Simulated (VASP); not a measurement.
Computed with r2SCAN meta-GGA, VASP's PBE PAW potentials (set 64) (plane waves; VASP).

VASP input:

INCAR:
```
SYSTEM = CuZn
PREC = Accurate
ENCUT = 520
EDIFF = 1E-7
NELM = 100
ALGO = Normal
LREAL = .FALSE.
LASPH = .TRUE.
ISMEAR = 1
SIGMA = 0.1
METAGGA = R2SCAN
LMIXTAU = .TRUE.
LMAXMIX = 4
LWAVE = .FALSE.
LCHARG = .FALSE.
ISIF = 2
```

POSCAR:
```
CuZn
1
    2.8927629386     0.0000000000     0.0000000000
    0.0000000000     2.8927629386     0.0000000000
    0.0000000000     0.0000000000     2.8927629386
Zn Cu
1 1
Direct
  0.5000000000   0.5000000000   0.5000000000
  0.0000000000   0.0000000000   0.0000000000
```

KPOINTS:
```
Automatic mesh
0
Gamma
12 12 12
0 0 0
```

POTCAR, in this order: Zn Cu (PBE.64 set). Program: vasp_std.

Predict the energy per atom (σ→0), pressure, band gap (on the k-mesh).

```json
{
  "energy per atom (σ→0)": "-9.961 eV/atom",
  "band gap (on the k-mesh)": "none (metal, semimetal or under 0.01 eV)",
  "pressure": "4.75 GPa"
}
```

### OSZICAR
```
...
DAV:  11    -0.199223488339E+02    0.13199E-03   -0.13264E-03  3622   0.718E-01    0.546E-02
DAV:  12    -0.199228177456E+02   -0.46891E-03   -0.63938E-04  3640   0.425E-01    0.149E-02
DAV:  13    -0.199229111954E+02   -0.93450E-04   -0.81393E-05  2906   0.165E-01    0.498E-03
DAV:  14    -0.199229192753E+02   -0.80799E-05   -0.85443E-06  3434   0.667E-02    0.648E-03
DAV:  15    -0.199229199868E+02   -0.71151E-06   -0.33184E-06  3380   0.526E-02    0.154E-03
DAV:  16    -0.199229196652E+02    0.32162E-06   -0.14765E-07  1899   0.848E-03    0.673E-04
DAV:  17    -0.199229197293E+02   -0.64181E-07   -0.40400E-08  1407   0.410E-03
   1 F= -.19922920E+02 E0= -.19922850E+02  d E =-.208970E-03
```

The compound is CuZn in the CsCl type structure. This cell is one point of a volume scan, at 0.97 of the reference volume. The electron count is odd and the run is not spin-polarised, which forces a metal.
